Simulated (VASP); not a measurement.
Level of theory: r2SCAN meta-GGA, VASP's PBE PAW potentials (set 64) (plane waves; VASP).

The input files of a VASP run:

KPOINTS:
```
Automatic mesh
0
Gamma
8 8 8
0 0 0
```

INCAR:
```
SYSTEM = HfO2
PREC = Accurate; ENCUT = 620; LREAL = F
LASPH = T
EDIFF = 1E-6; NELM = 100; ALGO = Normal
LMAXMIX = 6; LMIXTAU = T
ISMEAR = 0; SIGMA = 0.05
METAGGA = R2SCAN
IBRION = 2; NSW = 40; ISIF = 3
EDIFFG = -0.02; PSTRESS = 50
LWAVE = F; LCHARG = F
```

**POSCAR**
```
HfO2
1.0
  0.0000000000   2.5159303807   2.5159303807
  2.5159303807   0.0000000000   2.5159303807
  2.5159303807   2.5159303807   0.0000000000
Hf O
1 2
Cartesian
  0.0000000000   0.0000000000   0.0000000000
  1.2579651903   1.2579651903   1.2579651903
  3.7738955710   3.7738955710   3.7738955710
```

POTCAR, in this order: Hf_pv O (PBE.64 set). Program: vasp_std.

The resulting files:

### OSZICAR
```
       N       E                     dE             d eps       ncg     rms          rms(c)
DAV:   1     0.740893778621E+02    0.74089E+02   -0.14692E+04   870   0.172E+03
DAV:   2    -0.764954242217E+02   -0.15058E+03   -0.14614E+03  1115   0.356E+02
DAV:   3    -0.805889634544E+02   -0.40935E+01   -0.40902E+01  1129   0.581E+01
DAV:   4    -0.806114470158E+02   -0.22484E-01   -0.22482E-01  1101   0.464E+00
DAV:   5    -0.806116516335E+02   -0.20462E-03   -0.20461E-03  1122   0.392E-01    0.543E+01
DAV:   6    -0.681340973072E+02    0.12478E+02   -0.16370E+01  1024   0.324E+01    0.417E+01
DAV:   7    -0.696503554797E+02   -0.15163E+01   -0.26387E+00   996   0.144E+01    0.247E+01
DAV:   8    -0.665335049651E+02    0.31169E+01   -0.18215E+00   870   0.164E+01    0.340E+00
DAV:   9    -0.683754303483E+02   -0.18419E+01   -0.83008E-01   870   0.111E+01    0.579E+00
DAV:  10    -0.686615523460E+02   -0.28612E+00   -0.81705E-01  1038   0.809E+00    0.262E+00
DAV:  11    -0.685582059344E+02    0.10335E+00   -0.44517E-02   961   0.204E+00    0.120E+00
DAV:  12    -0.685538680680E+02    0.43379E-02   -0.90886E-03  1087   0.978E-01    0.727E-01
DAV:  13    -0.685620442553E+02   -0.81762E-02   -0.73836E-03   968   0.747E-01    0.360E-01
DAV:  14    -0.685612470839E+02    0.79717E-03   -0.89206E-04  1038   0.265E-01    0.315E-01
DAV:  15    -0.685619336917E+02   -0.68661E-03   -0.13843E-03  1031   0.292E-01    0.542E-02
DAV:  16    -0.685619313060E+02    0.23856E-05   -0.56315E-05  1101   0.623E-02    0.124E-02
DAV:  17    -0.685619352912E+02   -0.39852E-05   -0.58172E-06   940   0.265E-02    0.599E-03
DAV:  18    -0.685619372139E+02   -0.19227E-05   -0.82320E-07   722   0.132E-02    0.539E-03
DAV:  19    -0.685619367878E+02    0.42613E-06   -0.43630E-07   554   0.613E-03
   1 F= -.67567939E+02 E0= -.67567939E+02  d E =-.675679E+02
       N       E                     dE             d eps       ncg     rms          rms(c)
DAV:   1    -0.687410404112E+02   -0.17910E+00   -0.64844E+00   975   0.257E+01    0.888E+00
DAV:   2    -0.685219185828E+02    0.21912E+00   -0.89038E-01   912   0.762E+00    0.261E+00
DAV:   3    -0.684994756735E+02    0.22443E-01   -0.39921E-02  1038   0.204E+00    0.173E+00
DAV:   4    -0.684927029470E+02    0.67727E-02   -0.17365E-02  1094   0.130E+00    0.102E+00
DAV:   5    -0.684860154170E+02    0.66875E-02   -0.10826E-02   884   0.134E+00    0.473E-01
DAV:   6    -0.684929662090E+02   -0.69508E-02   -0.46257E-03   870   0.816E-01    0.220E-01
DAV:   7    -0.684933940157E+02   -0.42781E-03   -0.31757E-04   947   0.259E-01    0.614E-02
DAV:   8    -0.684932999208E+02    0.94095E-04   -0.38642E-05  1073   0.720E-02    0.821E-02
DAV:   9    -0.684934223170E+02   -0.12240E-03   -0.45284E-05   891   0.775E-02    0.287E-02
DAV:  10    -0.684934410053E+02   -0.18688E-04   -0.82587E-06  1094   0.301E-02    0.444E-02
DAV:  11    -0.684934409003E+02    0.10497E-06   -0.23334E-07   470   0.530E-03
   2 F= -.67546954E+02 E0= -.67546954E+02  d E =0.209856E-01
       N       E                     dE             d eps       ncg     rms          rms(c)
DAV:   1    -0.686536832710E+02   -0.16024E+00   -0.26808E+00   954   0.164E+01    0.582E+00
DAV:   2    -0.685645896497E+02    0.89094E-01   -0.38683E-01   898   0.499E+00    0.169E+00
DAV:   3    -0.685562546501E+02    0.83350E-02   -0.17390E-02  1024   0.130E+00    0.115E+00
DAV:   4    -0.685533157475E+02    0.29389E-02   -0.80283E-03  1080   0.864E-01    0.670E-01
DAV:   5    -0.685472977797E+02    0.60180E-02   -0.43775E-03   891   0.891E-01    0.261E-01
DAV:   6    -0.685535415572E+02   -0.62438E-02   -0.20638E-03   877   0.599E-01    0.208E-01
DAV:   7    -0.685536046594E+02   -0.63102E-04   -0.10453E-04   996   0.137E-01    0.367E-02
DAV:   8    -0.685535555543E+02    0.49105E-04   -0.12985E-05  1038   0.417E-02    0.507E-02
DAV:   9    -0.685536152525E+02   -0.59698E-04   -0.14369E-05   870   0.464E-02    0.209E-02
DAV:  10    -0.685536257873E+02   -0.10535E-04   -0.35118E-06  1094   0.211E-02    0.250E-02
DAV:  11    -0.685536255397E+02    0.24760E-06   -0.12155E-07   449   0.405E-03
   3 F= -.67576659E+02 E0= -.67576659E+02  d E =-.872012E-02
```

**OUTCAR**
```
------------------------ aborting loop because EDIFF is reached ----------------------------------------
  FORCE on cell =-STRESS in cart. coord.  units (eV):
  Direction    XX          YY          ZZ          XY          YZ          ZX
  --------------------------------------------------------------------------------------
  Total        0.9535291      0.9535291      0.9535291      0.0000000     -0.0000000      0.0000000
  in kB       48.8005226     48.8005226     48.8005226      0.0000000     -0.0000000      0.0000000
  external PRESSURE =      -1.1994774 kB  Pullay stress =      50.0000000 kB
  volume of cell :       31.31
      direct lattice vectors                 reciprocal lattice vectors
    -0.000000000  2.501478022  2.501478022    -0.199881828  0.199881828  0.199881828
     2.501478022 -0.000000000  2.501478022     0.199881828 -0.199881828  0.199881828
     2.501478022  2.501478022  0.000000000     0.199881828  0.199881828 -0.199881828
 POSITION                                       TOTAL-FORCE (eV/Angst)
 -----------------------------------------------------------------------------------
      0.00000      0.00000      0.00000         0.000000      0.000000     -0.000000
      1.25074      1.25074      1.25074         0.000000     -0.000000     -0.000000
      3.75222      3.75222      3.75222        -0.000000     -0.000000      0.000000
 -----------------------------------------------------------------------------------
    total drift:                                0.000000     -0.000000      0.000000
  FREE ENERGIE OF THE ION-ELECTRON SYSTEM (eV)
  ---------------------------------------------------
  free  energy   TOTEN  =       -68.5536255397 eV

  energy  without entropy=      -68.5536255397  energy(sigma->0) =      -68.55362554
  enthalpy is  TOTEN    =       -67.5766594441 eV   P V=        0.9769660955

 reached required accuracy - stopping structural energy minimisation
```
(Selected blocks of OUTCAR.)

CONTCAR:
```
HfO2
   1.00000000000000
    -0.0000000000000000    2.5014780222538961    2.5014780222538961
     2.5014780222538961   -0.0000000000000000    2.5014780222538961
     2.5014780222538961    2.5014780222538961    0.0000000000000000
  Hf              O
     1     2
Direct
     0.0000000000000000    0.0000000000000000    0.0000000000000000
     0.2500000000000000    0.2500000000000000    0.2500000000000000
     0.7500000000000000    0.7500000000000000    0.7500000000000000
```

The compound is HfO2 in the fluorite structure, the high-temperature cubic form, which is unstable at 0 K; the monoclinic form is the stable one. This run relaxes it under an external pressure of 5 GPa. Symmetry was kept, so distortions that lower it aren't found.
